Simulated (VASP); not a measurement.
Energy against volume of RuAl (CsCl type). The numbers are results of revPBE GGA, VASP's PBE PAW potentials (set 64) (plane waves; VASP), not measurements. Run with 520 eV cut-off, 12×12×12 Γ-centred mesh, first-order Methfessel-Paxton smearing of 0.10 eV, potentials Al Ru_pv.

| V (Å³/atom) | E (eV/atom) |
|---|---|
| 13.309 | -6.77246 |
| 13.721 | -6.78012 |
| 14.132 | -6.77259 |
| 14.544 | -6.75218 |

Problem. Fit these four points and predict the energy of the run at 12.897 Å³/atom.

Solution. A cubic in V^(−2/3), the third-order Birch-Murnaghan form, passes through the four points with V0 = 13.71 Å³/atom and B0 = 197 GPa, and gives -6.7468 eV/atom there. The run gave -6.7469 eV/atom, -0.1 meV/atom from the fit; all five points give B0 = 197 GPa.

The compound is RuAl in the CsCl type structure. It was relaxed first.
